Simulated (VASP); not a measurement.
Calculation: revTPSS meta-GGA, VASP's PBE PAW potentials (set 64) (plane waves; VASP).

The input files of a VASP run:

### INCAR
```
ALGO = Normal
EDIFF = 1E-7
ENCUT = 520
ISIF = 2
ISMEAR = 0
LASPH = .TRUE.
LCHARG = .FALSE.
LMAXMIX = 4
LMIXTAU = .TRUE.
LREAL = .FALSE.
LWAVE = .FALSE.
METAGGA = RTPSS
NELM = 100
PREC = Accurate
SIGMA = 0.05
SYSTEM = PbS
```

### KPOINTS
```
Automatic mesh
0
Gamma
8 8 8
0 0 0
```

### POSCAR
```
PbS
1
    0.0000000000     2.9835941199     2.9835941199
    2.9835941199     0.0000000000     2.9835941199
    2.9835941199     2.9835941199     0.0000000000
Pb S
1 1
Direct
  0.0000000000   0.0000000000   0.0000000000
  0.5000000000   0.5000000000   0.5000000000
```

POTCAR, in this order: Pb_d S (PBE.64 set). Program: vasp_std.

The resulting files:

**OSZICAR**
```
       N       E                     dE             d eps       ncg     rms          rms(c)
DAV:   1     0.194354655865E+03    0.19435E+03   -0.10043E+04   826   0.151E+03
DAV:   2     0.423465408203E+02   -0.15201E+03   -0.14867E+03   854   0.368E+02
DAV:   3     0.307439208442E+02   -0.11603E+02   -0.11542E+02  1100   0.106E+02
DAV:   4     0.304969994585E+02   -0.24692E+00   -0.24677E+00   904   0.172E+01
DAV:   5     0.304882084917E+02   -0.87910E-02   -0.87908E-02  1120   0.333E+00    0.609E+00
DAV:   6     0.341526691066E+02    0.36645E+01   -0.69005E+00   812   0.365E+01    0.209E+00
DAV:   7     0.338635108160E+02   -0.28916E+00   -0.46657E-01   986   0.100E+01    0.146E+00
DAV:   8     0.339119861131E+02    0.48475E-01   -0.50230E-01   996   0.414E+00    0.999E-01
DAV:   9     0.339203158836E+02    0.83298E-02   -0.11524E-01   812   0.407E+00    0.839E-01
DAV:  10     0.338730136238E+02   -0.47302E-01   -0.25213E-02   812   0.234E+00    0.280E-01
DAV:  11     0.338684637348E+02   -0.45499E-02   -0.12023E-02   872   0.203E+00    0.985E-02
DAV:  12     0.338684107949E+02   -0.52940E-04   -0.25140E-04  1034   0.152E-01    0.106E-01
DAV:  13     0.338684478183E+02    0.37023E-04   -0.60938E-06   982   0.372E-02    0.112E-01
DAV:  14     0.338676693620E+02   -0.77846E-03   -0.17512E-03   974   0.845E-01    0.651E-02
DAV:  15     0.338677437481E+02    0.74386E-04   -0.12439E-04   866   0.134E-01    0.678E-02
DAV:  16     0.338676546514E+02   -0.89097E-04   -0.20398E-05   872   0.564E-02    0.665E-02
DAV:  17     0.338676356279E+02   -0.19023E-04   -0.11096E-05   830   0.546E-02    0.585E-02
DAV:  18     0.338676334739E+02   -0.21540E-05   -0.50154E-06   920   0.246E-02    0.424E-02
DAV:  19     0.338676345634E+02    0.10895E-05   -0.14765E-06  1064   0.168E-02    0.327E-02
DAV:  20     0.338676346592E+02    0.95806E-07   -0.25183E-07   544   0.693E-03
   1 F= 0.33867635E+02 E0= 0.33867635E+02  d E =-.109359E-09
```

**OUTCAR**
```
------------------------ aborting loop because EDIFF is reached ----------------------------------------
  FORCE on cell =-STRESS in cart. coord.  units (eV):
  Direction    XX          YY          ZZ          XY          YZ          ZX
  --------------------------------------------------------------------------------------
  Total        0.0204885      0.0204885      0.0204885      0.0000000     -0.0000000     -0.0000000
  in kB        0.6179770      0.6179770      0.6179770      0.0000000     -0.0000000     -0.0000000
  external PRESSURE =       0.6179770 kB  Pullay stress =       0.0000000 kB
  volume of cell :       53.12
      direct lattice vectors                 reciprocal lattice vectors
     0.000000000  2.983594120  2.983594120    -0.167583116  0.167583116  0.167583116
     2.983594120  0.000000000  2.983594120     0.167583116 -0.167583116  0.167583116
     2.983594120  2.983594120  0.000000000     0.167583116  0.167583116 -0.167583116
  FREE ENERGIE OF THE ION-ELECTRON SYSTEM (eV)
  ---------------------------------------------------
  free  energy   TOTEN  =        33.8676346592 eV

  energy  without entropy=       33.8676346593  energy(sigma->0) =       33.86763466
```
(Selected blocks of OUTCAR.)

File OUTCAR:
```
 val. band max:        5.5034004391   @ k =   0.5000   0.0000   0.0000

 cond. band min:       5.8933938042   @ k =   0.5000   0.0000   0.0000


 Fermi energy:         5.6983180176

 k-point     1 :       0.0000    0.0000    0.0000
  band No.  band energies     occupation
      1     -11.3820      2.00000
      2     -11.3820      2.00000
      3     -11.3820      2.00000
      4     -11.3632      2.00000
      5     -11.3632      2.00000
      6      -8.2244      2.00000
      7      -0.5343      2.00000
      8       3.4142      2.00000
      9       3.4142      2.00000
     10       3.4142      2.00000
     11      10.8415      0.00000
     12      10.8415      0.00000
     13      10.8415      0.00000
     14      12.3094      0.00000

 k-point     2 :       0.1250    0.0000    0.0000
  band No.  band energies     occupation
      1     -11.3813      2.00000
      2     -11.3788      2.00000
      3     -11.3788      2.00000
      4     -11.3642      2.00000
      5     -11.3642      2.00000
      6      -8.0961      2.00000
      7      -0.9726      2.00000
      8       3.4509      2.00000
      9       3.4509      2.00000
     10       3.7406      2.00000
     11       9.5537      0.00000
     12      10.0724      0.00000
     13      10.0724      0.00000
     14      12.1442      0.00000

 k-point     3 :       0.2500    0.0000    0.0000
  band No.  band energies     occupation
      1     -11.3831      2.00000
      2     -11.3831      2.00000
      3     -11.3801      2.00000
      4     -11.3547      2.00000
      5     -11.3547      2.00000
      6      -7.7427      2.00000
      7      -1.9146      2.00000
      8       3.5556      2.00000
      9       3.5556      2.00000
     10       4.3787      2.00000
     11       7.8875      0.00000
     12       8.8807      0.00000
     13       8.8807      0.00000
     14      12.2660      0.00000

 k-point     4 :       0.3750    0.0000    0.0000
  band No.  band energies     occupation
...
```

Unless said otherwise, spin-orbit coupling is left out, though it shifts the bands of the heavy elements here.

The compound is PbS in the rock salt structure. It was relaxed first.
